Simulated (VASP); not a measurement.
Given:

```yaml
crystal:
  lattice:
    - [2.72794, 0.00000, 0.00000]
    - [0.00000, 2.72794, 0.00000]
    - [0.00000, 0.00000, 3.75704]
  atoms:
    - { symbol: Fe, position: [0.00000, 0.00000, 0.00000], spin: 2.9 }
    - { symbol: Pt, position: [0.50000, 0.50000, 0.50000], spin: 0.3 }
```

Computed with PBE GGA, VASP's PBE PAW potentials (set 64) (plane waves; VASP). Settings: 480 eV cut-off, 12×12×10 Γ-centred mesh, first-order Methfessel-Paxton smearing of 0.10 eV, potentials Fe Pt.

Unless said otherwise, spin-orbit coupling is left out, though it shifts the bands of the heavy elements here.

Q: What does the run give for the cell moment, energy per atom (σ→0), band gap (on the k-mesh) with the smallest direct gap where there is one?

A: 
- band gap (on the k-mesh) = none (metal, semimetal or under 0.01 eV)
- cell moment = 3.30 μB
- energy per atom (σ→0) = -714.0 kJ/mol of atoms

Q: Give the moment on each site (PAW-sphere projection).

A: 
| site | moment (μB) |
|---|---|
| Fe1 | 2.94 |
| Pt2 | 0.34 |

The absolute energy has meaning only against runs of the same code, potentials and settings.

The compound is FePt in the L1_0 structure. It was relaxed first.
